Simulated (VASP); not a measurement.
# TiC: stress against strain

TiC (rock salt, Fm-3m, 9.904 Å³/atom at rest, cube axes along x, y and z) under a strain ε along a cube axis (axis z), the other axes held. PBEsol in VASP (plane waves, PAW), 600 eV, 18×18×18 Γ-centred mesh, Methfessel-Paxton smearing 0.10 eV; ions are relaxed within the symmetry of each cell. Stress is positive for a compressed cell.

Here s stands for strain and y for stress zz.

| strain (%) | stress zz (GPa) |
|---|---|
| -3.00 | ? |
| -1.50 | 8.79 |
| -1.00 | 5.68 |
| -0.50 | 2.68 |
| 0.00 | -0.17 |
| 0.50 | -2.87 |
| 1.00 | -5.42 |
| 1.50 | -7.82 |

The 7 complete rows are fitted with a straight line, y against s. Means: s 0, y 0.124. About the means, the sum of products is -38.790 and the sum of squares of s is 7.0000; the slope is their ratio. Least squares gives y = 0.124 - 5.5414·s. Residuals (row less fit): 0.354, 0.015, -0.215, -0.294, -0.223, -0.003, 0.368; standard error 0.298 (degrees of freedom: 5). The slope gives the elastic constant C11 = 554 ± 11 GPa.

Question: What does the fit predict for y at s = -3.00, and how far is the calculated value from it?

Answer: y = 0.124 - 5.5414 × (-3.0) = 16.748 GPa. The calculation gives 19.25 GPa, 2.502 GPa above the prediction (9.2 % of the range of y in the table). The row lies outside the fitted rows, so this is an extrapolation. From the scatter of the fitted rows alone, a prediction at this place has a standard error of 0.464 GPa, so the miss is 5.4 times that.

One order more, fitted to all 13 runs of the series, follows each within 0.05, so the miss is the next term of a smooth law. In a metal these values are sensitive to mesh and smearing; energies are taken to zero smearing, stresses follow the free energy. Rows are the converged runs of the series near zero and its far end; series whose fitted rows scatter by over a few per cent of the range, as at a crossing or softening among them, aren't shown in this form. Most that stay on the fit to the last digits aren't either.
